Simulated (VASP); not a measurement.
Data:

```xyz
2
Lattice="1.2550 -2.1737 0.0000 1.2550 2.1737 0.0000 0.0000 0.0000 4.0700" Properties=species:S:1:pos:R:3 pbc="T T T"
Co     1.2550     0.7246     1.0175
Co     1.2550    -0.7246     3.0525
```
Starting moments (μB, in the order of the record's atoms Co Co): 1.8 1.8.

The numbers are results of PBE GGA, VASP's PBE PAW potentials (set 64) (plane waves; VASP 6.6.1), not measurements. Settings: 480 eV cut-off, 15×15×8 Γ-centred mesh, first-order Methfessel-Paxton smearing of 0.10 eV, potentials Co.

Energy and stress use the plane-wave basis of the starting cell.

Question: The ions, cell shape and volume are relaxed. Which structure does the run end with?

Answer: 
```xyz
2
Lattice="1.2461 -2.1584 0.0000 1.2461 2.1584 0.0000 0.0000 0.0000 4.0283" Properties=species:S:1:pos:R:3 pbc="T T T"
Co     1.2461     0.7195     1.0071
Co     1.2461    -0.7195     3.0212
```
Space group P6_3/mmc (194), at a tolerance of 0.03 Å. The cell ends with 3.25 μB, on the sites 1.64 1.64 μB.

Question: How do energy and volume change from the first to the last step?

Answer: The energy (σ→0) changes by -4.4 meV/atom and the volume by -2.4 %, in 4 ionic steps.

```json
[
 {"step": "1", "E(σ→0) (eV)": "-14.0646", "max force (eV/Å)": "0.000", "pressure (GPa)": "-4.90", "volume (Å³)": "22.21"},
 {"step": "2", "E(σ→0) (eV)": "-14.0643", "max force (eV/Å)": "0.000", "pressure (GPa)": "5.62", "volume (Å³)": "21.13"},
 {"step": "3", "E(σ→0) (eV)": "-14.0732", "max force (eV/Å)": "0.000", "pressure (GPa)": "0.02", "volume (Å³)": "21.67"},
 {"step": "4", "E(σ→0) (eV)": "-14.0733", "max force (eV/Å)": "0.000", "pressure (GPa)": "0.00", "volume (Å³)": "21.67"}
]
```

The compound is Co in the hcp structure. This run relaxes it. Symmetry was kept, so distortions that lower it aren't found. The spin order is the one that the start imposed; others were not tried in this run.
